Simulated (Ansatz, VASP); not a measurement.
## NbCd3: VASP beside Ansatz

File INCAR:

```
PREC = Accurate ; ENCUT = 520
EDIFF = 1E-6 ; ISMEAR = -1
SIGMA = 0.05 ; LREAL = F
LASPH = T ; NELM = 60
ALGO = Normal ; ISIF = 2
LWAVE = F ; LCHARG = F
GGA = PS ; NBANDS = 32
```

The input KPOINTS:

```
Automatic mesh
0
Gamma
  8 8 8
```

File POSCAR:

```
NbCd3
1.0
    4.2315374934      0.0000000000      0.0000000000
    0.0000000000      4.2315374934      0.0000000000
    0.0000000000      0.0000000000      4.2315374934
Nb Cd
1 3
Direct
    0.0000000000      0.0000000000      0.0000000000
    0.0000000000      0.5000000000      0.5000000000
    0.5000000000      0.0000000000      0.5000000000
    0.5000000000      0.5000000000      0.0000000000
```

Input for Ansatz:

```yaml
crystal:
  lattice:
    - [4.23153749341, 0.0, 0.0]
    - [0.0, 4.23153749341, 0.0]
    - [0.0, 0.0, 4.23153749341]
  atoms:
    - { symbol: Nb, position: [0.0, 0.0, 0.0] }
    - { symbol: Cd, position: [0.0, 0.5, 0.5] }
    - { symbol: Cd, position: [0.5, 0.0, 0.5] }
    - { symbol: Cd, position: [0.5, 0.5, 0.0] }
kpoints:
  mp_grid: { grid: [8, 8, 8] }
scf:
  occupations: { method: fermi_dirac, width: 0.05 }
hamiltonian:
  xc: pbesol
  pseudopotentials: { kind: paw }
output:
  forces: true
  stress: true
  eigenvalues: true
  eigenstates:
    nscf_kmesh: { grid: [10, 10, 10] }
    de_dk: true
    e_range: [-14, 14]
  optics:
    e_range: [0, 20]
    de: 0.2
    sigma: 0.1
    bands: { spectra_wanted_up_to: 20 }
    nscf_kmesh: { grid: [10, 10, 10] }
    drude_damping: 0.03
checkpoint:
  write: ck
  write_wavefunctions: false
```

Alike in both runs: task single point; functional PBEsol; k mesh 8 × 8 × 8; occupations fermi-dirac, width 0.05 eV; no spin polarisation.

|  | VASP | Ansatz |
| --- | --- | --- |
| version | VASP 6.6.1 | Ansatz 0.2.0 |
| potentials or method | VASP PAW PBE potentials, release 64 (Nb_sv, Cd) | PAW with Ansatz's default frozen-core files, scalar-relativistic |
| plane-wave cutoff (eV) | 520 | 420 |
| valence electrons in the cell | 49 | 73 |

```csv
,VASP,Ansatz,Ansatz less VASP
pressure (GPa),0.5,0.0,-0.50
```

With one functional, cell and mesh, what is left measures potentials, basis and numerics. The two sets of potentials don't hold the same shells in valence. Ansatz warned: «optics_on_partly_filled_bands».

Caveats: the PAW data sets were made with another functional, which shifts forces and pressure a little (VASP).
